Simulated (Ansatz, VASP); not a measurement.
**Rb2AlH4: VASP beside Ansatz**

Contents of INCAR:

```
PREC = Accurate ; ENCUT = 520
EDIFF = 1E-7 ; ISMEAR = 0
SIGMA = 0.2 ; LREAL = False
LASPH = True ; NELM = 100
ALGO = Normal ; ISIF = 2
LWAVE = False ; LCHARG = False
GGA = PE ; NBANDS = 22
```

KPOINTS

```
regular mesh
0
Gamma
  6 6 6
```

The input POSCAR:

```
Rb2AlH4
1.0
    0.0000000000     -3.8788542000      0.0000000000
    3.8788542000      0.0000000000      0.0000000000
   -1.9394271000      1.9394271000      9.4778614000
Rb Al H
2 1 4
Direct
    0.3672670000      0.3672670000      0.7345340000
    0.6327330000      0.6327330000      0.2654660000
    0.0000000000      0.0000000000      0.0000000000
    0.0000000000      0.5000000000      0.0000000000
    0.0878640000      0.0878640000      0.1757280000
    0.5000000000      0.0000000000      0.0000000000
    0.9121360000      0.9121360000      0.8242720000
```

Input for Ansatz:

```yaml
crystal:
  lattice:
    - [0.0, -3.8788542, 0.0]
    - [3.8788542, 0.0, 0.0]
    - [-1.9394271, 1.9394271, 9.4778614]
  atoms:
    - { symbol: Rb, position: [0.367267, 0.367267, 0.734534] }
    - { symbol: Rb, position: [0.632733, 0.632733, 0.265466] }
    - { symbol: Al, position: [0.0, 0.0, 0.0] }
    - { symbol: H, position: [0.0, 0.5, 0.0] }
    - { symbol: H, position: [0.087864, 0.087864, 0.175728] }
    - { symbol: H, position: [0.5, 0.0, 0.0] }
    - { symbol: H, position: [0.912136, 0.912136, 0.824272] }
basis:
  ecutwfc: 420
kpoints:
  mp_grid: { grid: [6, 6, 6] }
hamiltonian:
  xc: pbe
scf:
  occupations: { method: gaussian, width: 0.2 }
  lower_state_search: "off"
output:
  forces: true
  stress: true
  eigenvalues: true
```

Alike in both runs: task single point; functional PBE; k mesh 6 × 6 × 6; occupations gaussian, width 0.2 eV; no spin polarisation.

|  | VASP | Ansatz |
| --- | --- | --- |
| version | VASP 6.6.1 | Ansatz 0.2.0 |
| potentials or method | VASP PAW PBE potentials, release 64 (Rb_sv, Al, H) | scalar-relativistic, plane waves, PAW |
| plane-wave cutoff (eV) | 520 | 420 |
| valence electrons in the cell | 25 | 25 |

|  | VASP | Ansatz | Ansatz less VASP |
| --- | --- | --- | --- |
| gap on the k mesh at the Fermi level (eV) | none | none | - |
| pressure (GPa) | 0.0 | 0.0 | +0.03 |
| rms of the force components (eV/Å) | 0.004 | 0.004 | +0.0009 |

Atom by atom the forces differ by 0.002 eV/Å (rms over components). A gap of «none» marks a metal or a gap that the smearing closes. The functional is the same, so the differences come from potentials, cutoffs and numerics.
